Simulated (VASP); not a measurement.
Input of a VASP 6.6.1 run:

Contents of INCAR:

```
PREC     = Accurate       # precision mode
ENCUT    = 250            # plane-wave cutoff, eV
EDIFF    = 1E-7           # SCF threshold, eV
ISMEAR   = 0              # smearing method
SIGMA    = 0.1            # smearing width, eV
LREAL    = F              # projectors in reciprocal space
LASPH    = T              # aspherical terms in the spheres
NELM     = 100            # most SCF steps
ALGO     = Normal         # electronic algorithm
ISIF     = 2              # what is computed and relaxed
LWAVE    = F              # write WAVECAR
LCHARG   = F              # write CHGCAR
GGA      = PE             # functional
NBANDS   = 13             # bands
```

KPOINTS

```
Automatic mesh
0
Gamma
  18 18 18
```

Contents of POSCAR:

```
W                                       
1.0
   -1.5909358502      1.5909358502      1.5909358502
    1.5909358502     -1.5909358502      1.5909358502
    1.5909358502      1.5909358502     -1.5909358502
  W             
     1
Direct
     0.0000000000000000    0.0000000000000000    0.0000000000000000
```

Potentials or basis: VASP PAW PBE potentials, release 64 (W_sv).

Launch:

```bash
$ cat potpaw_PBE.64/W_sv/POTCAR > POTCAR
$ mpirun -np 1 vasp_std > vasp.out
```

What does it give for the band gap on the k mesh?

None (metal or under the smearing width).

 Spin-orbit coupling is left out, which matters for the levels of W.
